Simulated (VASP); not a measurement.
Method: PBEsol GGA, VASP's PBE PAW potentials (set 64) (plane waves; VASP 6.6.1).

A VASP calculation is set up with these files.

KPOINTS:
```
K-points
0
G
  16 16 16
```

**INCAR**
```
SYSTEM = Br
PREC = Accurate; ENCUT = 400; LREAL = .FALSE.
LASPH = .TRUE.
EDIFF = 1E-7; NELM = 100; ALGO = Normal
LMAXMIX = 4
ISMEAR = -5
GGA = PS
ISIF = 2
LWAVE = .FALSE.; LCHARG = .TRUE.; LORBIT = 11
NEDOS = 601
```

File POSCAR:
```
Br
1
   -1.8209839159     1.8209839159     1.8209839159
    1.8209839159    -1.8209839159     1.8209839159
    1.8209839159     1.8209839159    -1.8209839159
Br
1
Direct
  0.0000000000   1.0000000000   0.0000000000
```

POTCAR, in this order: Br (PBE.64 set). Program: vasp_std.

The resulting files:

### OSZICAR
```
       N       E                     dE             d eps       ncg     rms          rms(c)
DAV:   1     0.184160270025E+02    0.18416E+02   -0.25909E+03  2044   0.625E+02
DAV:   2    -0.857673715367E+00   -0.19274E+02   -0.19050E+02  2828   0.993E+01
DAV:   3    -0.130833578503E+01   -0.45066E+00   -0.44649E+00  2408   0.177E+01
DAV:   4    -0.130917092767E+01   -0.83514E-03   -0.83484E-03  3381   0.891E-01
DAV:   5    -0.130917107286E+01   -0.14519E-06   -0.14613E-06  2464   0.949E-03    0.512E+00
DAV:   6    -0.130886011303E+01    0.31096E-03   -0.18446E-03  2870   0.311E-01    0.313E+00
DAV:   7    -0.130921118242E+01   -0.35107E-03   -0.27949E-03  2499   0.400E-01    0.615E-02
DAV:   8    -0.130917125487E+01    0.39928E-04   -0.18975E-04  2394   0.887E-02    0.694E-03
DAV:   9    -0.130917199446E+01   -0.73959E-06   -0.17424E-06  3192   0.136E-02    0.393E-03
DAV:  10    -0.130917216833E+01   -0.17387E-06   -0.23243E-07  2569   0.493E-03    0.227E-03
DAV:  11    -0.130917221584E+01   -0.47510E-07   -0.31166E-08  1442   0.136E-03
   1 F= -.13091722E+01 E0= -.13091722E+01  d E =0.000000E+00
```

File OUTCAR:
```
------------------------ aborting loop because EDIFF is reached ----------------------------------------
  FORCE on cell =-STRESS in cart. coord.  units (eV):
  Direction    XX          YY          ZZ          XY          YZ          ZX
  --------------------------------------------------------------------------------------
  Total       -0.0084956     -0.0084956     -0.0084956      0.0000000     -0.0000000     -0.0000000
  in kB       -0.5635388     -0.5635388     -0.5635388      0.0000000     -0.0000000     -0.0000000
  external PRESSURE =      -0.5635388 kB  Pullay stress =       0.0000000 kB
  volume of cell :       24.15
      direct lattice vectors                 reciprocal lattice vectors
    -1.820983916  1.820983916  1.820983916     0.000000000  0.274576835  0.274576835
     1.820983916 -1.820983916  1.820983916     0.274576835  0.000000000  0.274576835
     1.820983916  1.820983916 -1.820983916     0.274576835  0.274576835  0.000000000
 POSITION                                       TOTAL-FORCE (eV/Angst)
 -----------------------------------------------------------------------------------
      0.00000      0.00000      0.00000        -0.000000     -0.000000      0.000000
 -----------------------------------------------------------------------------------
    total drift:                               -0.000000      0.000000     -0.000000
  FREE ENERGIE OF THE ION-ELECTRON SYSTEM (eV)
  ---------------------------------------------------
  free  energy   TOTEN  =        -1.3091722158 eV

  energy  without entropy=       -1.3091722158  energy(sigma->0) =       -1.30917222

 total charge

# of ion       s       p       d       tot
------------------------------------------
    1        1.642   2.991   0.025   4.658
```
(Selected blocks of OUTCAR.)

For a metal the tetrahedron method with Blöchl corrections gives inexact stress and forces.

The structure was generated: Br was put into the bcc type (Im-3m), which need not be its known phase. It was relaxed first, which changed the volume by -9 %.
